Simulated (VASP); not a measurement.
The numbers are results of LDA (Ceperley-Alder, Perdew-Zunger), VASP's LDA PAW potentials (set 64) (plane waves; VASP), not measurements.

VASP ran on this input.

### INCAR
```
ALGO=Normal
EDIFF=1E-6
EDIFFG=-0.02
ENCUT=500
IBRION=2
ISIF=3
ISMEAR=0
LASPH=.TRUE.
LCHARG=.FALSE.
LMAXMIX=4
LREAL=.FALSE.
LWAVE=.FALSE.
NELM=100
NSW=40
PREC=Accurate
PSTRESS=50
SIGMA=0.05
SYSTEM=GaP
```

### KPOINTS
```
kpoints
0
gamma
  9 9 9
```

File POSCAR:
```
GaP
1
   -0.0000000000     2.6525474465     2.6525474465
    2.6525474465     0.0000000000     2.6525474465
    2.6525474465     2.6525474465    -0.0000000000
Ga P
1 1
Direct
  0.0000000000   0.0000000000   0.0000000000
  0.2500000000   0.2500000000   0.2500000000
```

POTCAR, in this order: Ga_d P (LDA.64 set). Program: vasp_std.

What VASP printed:

File OSZICAR:
```
       N       E                     dE             d eps       ncg     rms          rms(c)
DAV:   1     0.788661446178E+02    0.78866E+02   -0.92282E+03   918   0.201E+03
DAV:   2    -0.474359830123E+01   -0.83610E+02   -0.80470E+02  1005   0.330E+02
DAV:   3    -0.106742866502E+02   -0.59307E+01   -0.58475E+01  1165   0.747E+01
DAV:   4    -0.107792911892E+02   -0.10500E+00   -0.10496E+00  1072   0.109E+01
DAV:   5    -0.107818952867E+02   -0.26041E-02   -0.26039E-02  1159   0.145E+00    0.477E+00
DAV:   6    -0.104852949671E+02    0.29660E+00   -0.46952E-01  1399   0.140E+01    0.309E+00
DAV:   7    -0.104284633035E+02    0.56832E-01   -0.12641E-01  1144   0.283E+00    0.113E+00
DAV:   8    -0.104239125216E+02    0.45508E-02   -0.14198E-02  1071   0.165E+00    0.238E-01
DAV:   9    -0.104238676326E+02    0.44889E-04   -0.11219E-03  1357   0.513E-01    0.584E-02
DAV:  10    -0.104238601835E+02    0.74492E-05   -0.60541E-05  1358   0.108E-01    0.197E-02
DAV:  11    -0.104238658594E+02   -0.56759E-05   -0.86823E-06  1110   0.501E-02    0.574E-03
DAV:  12    -0.104238656141E+02    0.24530E-06   -0.73806E-07   630   0.149E-02
   1 F= -.92589918E+01 E0= -.92589918E+01  d E =-.925899E+01
```

### OUTCAR
```
------------------------ aborting loop because EDIFF is reached ----------------------------------------
  FORCE on cell =-STRESS in cart. coord.  units (eV):
  Direction    XX          YY          ZZ          XY          YZ          ZX
  --------------------------------------------------------------------------------------
  Total        1.1543590      1.1543590      1.1543590     -0.0000000      0.0000000     -0.0000000
  in kB       49.5486682     49.5486682     49.5486682     -0.0000000      0.0000000     -0.0000000
  external PRESSURE =      -0.4513318 kB  Pullay stress =      50.0000000 kB
  volume of cell :       37.33
      direct lattice vectors                 reciprocal lattice vectors
     0.000000000  2.652547446  2.652547446    -0.188498042  0.188498042  0.188498042
     2.652547446  0.000000000  2.652547446     0.188498042 -0.188498042  0.188498042
     2.652547446  2.652547446  0.000000000     0.188498042  0.188498042 -0.188498042
  FREE ENERGIE OF THE ION-ELECTRON SYSTEM (eV)
  ---------------------------------------------------
  free  energy   TOTEN  =       -10.4238656141 eV

  energy  without entropy=      -10.4238656141  energy(sigma->0) =      -10.42386561
  enthalpy is  TOTEN    =        -9.2589917522 eV   P V=        1.1648738618

 reached required accuracy - stopping structural energy minimisation
```
(Selected blocks of OUTCAR.)

The compound is GaP in the zinc blende structure. It was relaxed first under an external pressure of 5 GPa.
